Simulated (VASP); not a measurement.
Consider the following.

```yaml
crystal:
  lattice:
    - [0.00000, 2.70770, 2.70770]
    - [2.70770, 0.00000, 2.70770]
    - [2.70770, 2.70770, 0.00000]
  atoms:
    - { symbol: Ce, position: [0.00000, 0.00000, 0.00000] }
    - { symbol: O, position: [0.25000, 0.25000, 0.25000] }
    - { symbol: O, position: [0.75000, 0.75000, 0.75000] }
```

Calculation: vdW-DF-cx, VASP's PBE PAW potentials (set 64) (plane waves; VASP). Run with 520 eV cut-off, 7×7×7 Γ-centred mesh, Gaussian smearing of 0.050 eV, potentials Ce O.

**Question.** Estimate the energy per atom (σ→0).

**Answer.** 
| Quantity | Value |
|---|---|
| energy per atom (σ→0) | -6.905 eV/atom |

Total energies compare only between runs with the same potentials, cut-off and functional.

The compound is CeO2 in the fluorite structure. It was relaxed first. The run is not spin-polarised, so no magnetic state was tried.
